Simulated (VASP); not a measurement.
# A VASP study of HfPbO3 (optB86b-vdW): structure first, properties next

What structure does HfPbO3 take at this level, and what are its properties? The steps: full relaxation (optB86b-vdW), second relaxation, density, ELF and potential (optB86b-vdW), band structure (optB86b-vdW), total and projected DOS (optB86b-vdW), vibrations at Γ (optB86b-vdW), volume scan with optB86b-vdW and fit for optB86b-vdW. Left out of this account: 1 further run (relaxation: a spoilt try). The start is a computed cell from the Materials Project.

Program: VASP 6.6.1. Level of theory: optB86b-vdW; plane waves and PAW (Hf_pv, Pb_d, O). Results are calculated unless marked as measured.

**1. Starting point**

Before any relaxation, the start is as follows. It takes space group Pm-3m (No. 221, cubic). The conventional cell has a = 4.155 Å, b = 4.155 Å, c = 4.155 Å, α = 90.00°, β = 90.00°, γ = 90.00°. Nearest to Hf lie 6 O at 2.08 Å. Pb has 12 O at 2.94 Å nearest. Nearest to O lie 2 Hf at 2.08 Å. Farther neighbours and most contacts between anions are not listed.

Coordinates:

```cif
data_structure
_symmetry_space_group_name_H-M 'Pm-3m'
_symmetry_Int_Tables_number 221
_cell_length_a 4.1555
_cell_length_b 4.1555
_cell_length_c 4.1555
_cell_angle_alpha 90.000
_cell_angle_beta 90.000
_cell_angle_gamma 90.000
_cell_volume 71.76
loop_
_atom_site_label
_atom_site_type_symbol
_atom_site_symmetry_multiplicity
_atom_site_Wyckoff_symbol
_atom_site_fract_x
_atom_site_fract_y
_atom_site_fract_z
_atom_site_occupancy
Hf1 Hf 1 b 0.50000 0.50000 0.50000 1
Pb1 Pb 1 a 0.00000 0.00000 0.00000 1
O1 O 3 c 0.00000 0.50000 0.50000 1
```

**2. Full relaxation (optB86b-vdW)**

Properties are meant for the cell that this level of theory prefers, so cell and atoms are relaxed first (ISIF = 3) until forces and stress are small; EDIFFG sets the threshold. optB86b-vdW pairs nonlocal correlation with a less repulsive exchange of B86b form. LUSE_VDW switches on a nonlocal correlation term for dispersion.

The input, INCAR:

```
SYSTEM = HfPbO3
PREC = Accurate
ENCUT = 520
EDIFF = 1E-06
NELM = 100
ISMEAR = 0
SIGMA = 0.05
LREAL = .FALSE.
ALGO = Normal
GGA = MK
AGGAC = 0
LUSE_VDW = .TRUE.
PARAM1 = 0.1234
PARAM2 = 1
LASPH = .TRUE.
NBANDS = 27
LORBIT = 11
LWAVE = .FALSE.
LCHARG = .FALSE.
KPAR = 4
IBRION = 2
NSW = 60
ISIF = 3
EDIFFG = -0.01
```

The input, POSCAR:

```
HfPbO3
1.0
    4.1554810000      0.0000000000      0.0000000000
    0.0000000000      4.1554810000      0.0000000000
    0.0000000000      0.0000000000      4.1554810000
Hf Pb O
1 1 3
Direct
    0.5000000000      0.5000000000      0.5000000000
    0.0000000000      0.0000000000      0.0000000000
    0.0000000000      0.5000000000      0.5000000000
    0.5000000000      0.0000000000      0.5000000000
    0.5000000000      0.5000000000      0.0000000000
```

The input, KPOINTS:

```
Automatic mesh
0
Gamma
6 6 6
0 0 0
```

Potentials, in the order of the species: Hf_pv, Pb_d and O (PBE family, release 64).

Started as:

```bash
> mpirun -np 4 vasp_std
```

The log of the run:

```text
[banner, memory and clock lines left out]
running    4 mpi-ranks, on    1 nodes
 distrk:  each k-point on    1 cores,    4 groups
 distr:  one band on    1 cores,    1 groups

 POSCAR found type information on POSCAR HfPbO
 POSCAR found :  3 types and       5 ions
|                                                                             |
|               ----> ADVICE to this user running VASP <----                  |
|                                                                             |
|     You have switched on vdW-DFT.                                           |
|     This routine was written and supplied by Jiri Klimes. We recommend      |
|     that you carefully read and cite the following publications:            |
|       J. Klimes, D.R. Bowler, A. Michelides                                 |
|          J. Phys.: Cond Matt. 22 022201 (2010)                              |
|       J. Klimes, D.R. Bowler, A. Michelides                                 |
|          Phys. Rev. B. 83, 195131 (2011)                                    |
|     and references therein.                                                 |
|                                                                             |

|                                                                             |
|               ----> ADVICE to this user running VASP <----                  |
|                                                                             |
|     You enforced a specific xc type in the INCAR file but a different       |
|     [... a line on the potential file left out ...]
|     I HOPE YOU KNOW WHAT YOU ARE DOING!                                     |
|                                                                             |

 LDA part: xc-table for (Slater+PW92), standard interpolation
 POSCAR, INCAR and KPOINTS ok, starting setup
 FFT: planning ... GRIDC
 FFT: planning ... GRID_SOFT
 FFT: planning ... GRID
 WAVECAR not read
 entering main loop
       N       E                     dE             d eps       ncg     rms          rms(c)
DAV:   1     0.443684502873E+03    0.44368E+03   -0.22089E+04  1080   0.172E+03
DAV:   2     0.820297797248E+01   -0.43548E+03   -0.41791E+03  1218   0.461E+02
DAV:   3    -0.374427915684E+02   -0.45646E+02   -0.44868E+02  1281   0.151E+02
DAV:   4    -0.393169227653E+02   -0.18741E+01   -0.18656E+01  1306   0.316E+01
DAV:   5    -0.393676762937E+02   -0.50754E-01   -0.50739E-01  1343   0.528E+00    0.613E+01
DAV:   6    -0.315943092442E+02    0.77734E+01   -0.42244E+01  1321   0.389E+01    0.523E+01
DAV:   7    -0.313987189701E+02    0.19559E+00   -0.28549E+00  1189   0.104E+01    0.334E+01
DAV:   8    -0.313461419756E+02    0.52577E-01   -0.36140E-01  1331   0.679E+00    0.828E+00
DAV:   9    -0.313306660795E+02    0.15476E-01   -0.79315E-02  1342   0.196E+00    0.141E+00
DAV:  10    -0.313309790447E+02   -0.31297E-03   -0.27335E-03  1472   0.807E-01    0.424E-01
DAV:  11    -0.313311939910E+02   -0.21495E-03   -0.65528E-04  1497   0.275E-01    0.121E-01
DAV:  12    -0.313311834023E+02    0.10589E-04   -0.12628E-04  1396   0.178E-01    0.330E-02
DAV:  13    -0.313311848185E+02   -0.14161E-05   -0.11948E-05  1499   0.334E-02    0.756E-03
DAV:  14    -0.313311850227E+02   -0.20421E-06   -0.11748E-06   732   0.100E-02
   1 F= -.31331185E+02 E0= -.31331185E+02  d E =-.313312E+02
 curvature:   0.00 expect dE= 0.000E+00 dE for cont linesearch  0.000E+00
 trial: gam= 0.00000 g(F)=  0.000E+00 g(S)=  0.645E-01 ort = 0.000E+00 (trialstep = 0.100E+01)
 search vector abs. value=  0.645E-01
 bond charge predicted
       N       E                     dE             d eps       ncg     rms          rms(c)
DAV:   1    -0.319309601366E+02   -0.59978E+00   -0.17365E+01  1254   0.515E+01    0.109E+01
DAV:   2    -0.314042757237E+02    0.52668E+00   -0.20788E+00  1245   0.130E+01    0.247E+00
DAV:   3    -0.313323695895E+02    0.71906E-01   -0.18182E-01  1221   0.653E+00    0.162E+00
DAV:   4    -0.313239358994E+02    0.84337E-02   -0.61246E-02  1444   0.317E+00    0.134E+00
DAV:   5    -0.313245331835E+02   -0.59728E-03   -0.42362E-03  1171   0.427E-01    0.166E+00
DAV:   6    -0.313241448967E+02    0.38829E-03   -0.22584E-03  1135   0.626E-01    0.640E-01
DAV:   7    -0.313239490998E+02    0.19580E-03   -0.72369E-04  1218   0.153E-01    0.237E-01
DAV:   8    -0.313239371260E+02    0.11974E-04   -0.41015E-05  1256   0.992E-02    0.141E-01
DAV:   9    -0.313239235304E+02    0.13596E-04   -0.41824E-05  1365   0.739E-02    0.607E-02
DAV:  10    -0.313239219296E+02    0.16008E-05   -0.63491E-06  1233   0.189E-02    0.159E-02
DAV:  11    -0.313239215368E+02    0.39281E-06   -0.13553E-06   660   0.798E-03
   2 F= -.31323922E+02 E0= -.31323922E+02  d E =0.726349E-02
 trial-energy change:    0.007263  1 .order    0.008479   -0.064539    0.081496
 step:   0.4543(harm=  0.4419)  dis= 0.00000  next Energy=   -31.345960 (dE=-0.148E-01)
 bond charge predicted
       N       E                     dE             d eps       ncg     rms          rms(c)
DAV:   1    -0.315245900845E+02   -0.20067E+00   -0.53157E+00  1269   0.291E+01    0.611E+00
DAV:   2    -0.313712655847E+02    0.15332E+00   -0.63251E-01  1205   0.729E+00    0.139E+00
DAV:   3    -0.313489133964E+02    0.22352E-01   -0.56023E-02  1205   0.440E+00    0.931E-01
DAV:   4    -0.313461612853E+02    0.27521E-02   -0.20537E-02  1454   0.191E+00    0.686E-01
DAV:   5    -0.313463975374E+02   -0.23625E-03   -0.15696E-03  1179   0.257E-01    0.868E-01
DAV:   6    -0.313461604208E+02    0.23712E-03   -0.76144E-04  1135   0.391E-01    0.341E-01
DAV:   7    -0.313461068185E+02    0.53602E-04   -0.19967E-04  1245   0.788E-02    0.144E-01
DAV:   8    -0.313461049625E+02    0.18560E-05   -0.13903E-05  1152   0.652E-02    0.729E-02
DAV:   9    -0.313461011977E+02    0.37648E-05   -0.12373E-05  1396   0.518E-02    0.402E-02
DAV:  10    -0.313461013861E+02   -0.18838E-06   -0.20922E-06   740   0.103E-02
   3 F= -.31346101E+02 E0= -.31346101E+02  d E =-.149164E-01
 curvature:  -0.22 expect dE=-0.872E-06 dE for cont linesearch -0.872E-06
 trial: gam= 0.00000 g(F)=  0.209E-68 g(S)=  0.395E-05 ort =-0.505E-03 (trialstep = 0.891E+00)
 search vector abs. value=  0.395E-05
 reached required accuracy - stopping structural energy minimisation
```

The job ended after 3.2 min (4 MPI ranks of Intel Xeon Platinum 8488C (Sapphire Rapids), shared host; peak memory 1.6 GiB; 10 min of CPU time).

Lines that name or quote the potential files are left out of all logs, and their timing lines are given in words.

From OUTCAR (step 2):

```text
ion  position               nearest neighbor table
   1  0.500  0.500  0.500-   3 2.08   4 2.08   5 2.08   5 2.08   4 2.08   3 2.08   2 3.60   2 3.60
                             2 3.60   2 3.60   2 3.60   2 3.60   2 3.60   2 3.60
   2  0.000  0.000  0.000-   3 2.94   4 2.94   5 2.94   3 2.94   4 2.94   3 2.94   5 2.94   3 2.94
                             4 2.94   5 2.94   4 2.94   5 2.94   1 3.60   1 3.60   1 3.60   1 3.60
   3  0.000  0.500  0.500-   1 2.08   1 2.08   2 2.94   2 2.94   2 2.94   2 2.94
   4  0.500  0.000  0.500-   1 2.08   1 2.08   2 2.94   2 2.94   2 2.94   2 2.94
   5  0.500  0.500  0.000-   1 2.08   1 2.08   2 2.94   2 2.94   2 2.94   2 2.94

  LATTYP: Found a simple cubic cell.
 ALAT       =     4.1554810000

 Subroutine GETGRP returns: Found 48 space group operations
 (whereof 48 operations were pure point group operations)

The static configuration has the point symmetry O_h .

 Found     20 irreducible k-points:

   k-points           NKPTS =     20   k-points in BZ     NKDIM =     20   number of bands    NBANDS=     27

   dimension x,y,z NGX =    32 NGY =   32 NGZ =   32
   dimension x,y,z NGXF=    64 NGYF=   64 NGZF=   64

   ENCUT  =  520.0 eV  38.22 Ry    6.18 a.u.   7.73  7.73  7.73*2*pi/ulx,y,z

   NELECT =      42.0000    total number of electrons

 k-points in reciprocal lattice and weights: Automatic mesh
   0.00000000  0.00000000  0.00000000       0.005
   0.16666667  0.00000000  0.00000000       0.028
   0.33333333  0.00000000  0.00000000       0.028
   0.50000000  0.00000000  0.00000000       0.014
   0.16666667  0.16666667  0.00000000       0.056
   0.33333333  0.16666667  0.00000000       0.111
   0.50000000  0.16666667  0.00000000       0.056
   0.33333333  0.33333333  0.00000000       0.056
   0.50000000  0.33333333  0.00000000       0.056
[...]
0.50000000  0.50000000  0.33333333       0.028
   0.50000000  0.50000000  0.50000000       0.005

 average (electrostatic) potential at core
       1 -36.1483       2 -92.1370       3 -69.2994       4 -69.2994       5 -69.2994

 E-fermi :   4.2580

 k-point     1 :       0.0000    0.0000    0.0000
  band No.  band energies     occupation
    ...
     17       3.0382      2.00000
     18       3.0382      2.00000
     19       3.5867      2.00000
     20       3.5867      2.00000
     21       3.5867      2.00000
     22       8.3107      0.00000
     23       8.3107      0.00000
     24       8.3107      0.00000
     25      10.5977      0.00000
     26      10.5977      0.00000
    ...

 k-point     2 :       0.1667    0.0000    0.0000
  band No.  band energies     occupation
    ...
     17       2.8477      2.00000
     18       2.9767      2.00000
     19       3.0470      2.00000
     20       3.5385      2.00000
     21       3.5385      2.00000
     22       8.3238      0.00000
     23       8.8084      0.00000
     24       8.8084      0.00000
     25       9.3062      0.00000
     26      10.5071      0.00000
    ...

 k-point     3 :       0.3333    0.0000    0.0000
  band No.  band energies     occupation
    ...
     17       2.4863      2.00000
     18       2.8589      2.00000
     19       3.3926      2.00000
     20       3.5399      2.00000
     21       3.5399      2.00000
     22       7.4876      0.00000
     23       8.3504      0.00000
     24       9.3460      0.00000
     25       9.3460      0.00000
     26      10.8136      0.00000
    ...

Total vdW correction in eV:      7.3862192

  Total        0.0116775      0.0116775      0.0116775     -0.0000000      0.0000000     -0.0000000
  in kB        0.2659201      0.2659201      0.2659201     -0.0000000      0.0000000     -0.0000000
  external PRESSURE =       0.2659201 kB  Pullay stress =       0.0000000 kB

  energy-cutoff  :      520.00
  volume of cell :       70.36
      direct lattice vectors                 reciprocal lattice vectors
     4.128281387  0.000000000 -0.000000000     0.242231550 -0.000000000  0.000000000
     0.000000000  4.128281387  0.000000000    -0.000000000  0.242231550 -0.000000000
    -0.000000000  0.000000000  4.128281387     0.000000000 -0.000000000  0.242231550

 POSITION                                       TOTAL-FORCE (eV/Angst)
 -----------------------------------------------------------------------------------
      2.06414      2.06414      2.06414        -0.000000      0.000000      0.000000
      0.00000      0.00000      0.00000         0.000000     -0.000000      0.000000
     -0.00000      2.06414      2.06414        -0.000000      0.000000      0.000000
      2.06414      0.00000      2.06414        -0.000000      0.000000      0.000000
      2.06414      2.06414      0.00000         0.000000     -0.000000      0.000000
 -----------------------------------------------------------------------------------
    total drift:                                0.000000     -0.000000     -0.000000

  FREE ENERGIE OF THE ION-ELECTRON SYSTEM (eV)
  ---------------------------------------------------
  free  energy   TOTEN  =       -31.3461013861 eV

  energy  without entropy=      -31.3461013861  energy(sigma->0) =      -31.34610139

Total vdW correction in eV:      7.3861099

 reached required accuracy - stopping structural energy minimisation

 total charge
# of ion       s       p       d       tot
------------------------------------------
    1        0.342   6.754   1.531   8.627
    2        1.518   0.327   9.848  11.693
    3        1.561   3.472   0.000   5.033
    4        1.561   3.472   0.000   5.033
    5        1.561   3.472   0.000   5.033
--------------------------------------------------
tot          6.543  17.498  11.379  35.420

[... 3 further parts left out ...]
```

The gap is read on the k-mesh alone, so it is an upper bound where the band edges lie off the mesh. Harder data sets than Hf_pv exist (the GW ones), and pressures, volumes and forces can shift noticeably with them. The PAW data sets were made with PBE, which is usual practice but a small mismatch for other functionals. The run keeps the 48 symmetry operations of its start, so it cannot find a distortion of lower symmetry.

Relaxation path:

```
step  energy less that of the first step (eV)  largest force (eV/Å)  pressure (GPa)  volume (Å³)
   1                                   0.0000                0.0000           -3.33        71.76
   2                                   0.0073                0.0000            4.40        68.70
   3                                  -0.0149                0.0000            0.03        70.36
```

```
conventional cell, symmetrised  before  after  change
                         a (Å)   4.155  4.128  -0.7 %
                         b (Å)   4.155  4.128  -0.7 %
                         c (Å)   4.155  4.128  -0.7 %
              volume (Å³/atom)   14.35  14.07  -2.0 %
```

Final coordinates:

```
Hf Pb O
1.0
     4.12828    0.00000    0.00000
     0.00000    4.12828    0.00000
     0.00000    0.00000    4.12828
Hf Pb O
1 1 3
Direct
  0.50000 0.50000 0.50000
  0.00000 0.00000 0.00000
  0.00000 0.50000 0.50000
  0.50000 0.00000 0.50000
  0.50000 0.50000 0.00000
```

This step gave:

```
electrons                       : 42
bands                           : 27
irreducible k-points            : 20
symmetry operations             : 48
free energy (TOTEN)             : -31.35 eV
Fermi energy                    : 4.258 eV
pressure                        : 0.02659 GPa
metallic                        : no
valence top at k                : 0.5, 0.5, 0
conduction bottom at k          : 0.5, 0, 0
least direct gap at k           : 0.5, 0, 0
SCF cycles over all ionic steps : 35
gap on the k-mesh               : 2.46 eV
least direct gap on the k-mesh  : 2.491 eV
```

It ends with forces that vanish by symmetry and a pressure of 0.03 GPa.

(Continued in part 2 of 5.)

[Lines on the potential files, build, host, timing and source positions are cut from VASP's logs without a mark.]

[Logs are printed without paths, hosts, clocks, repeated set-up lines and the standing remarks that a program may print on its own settings, such as how far it seeks lower states.]

[Hosts, paths, dates, database ids (printed as entryN), source tags and the programs' standing remarks are cut or masked in the printed files.]

[A measured line is paired with the nearest computed mode of its activity, which favours agreement.]
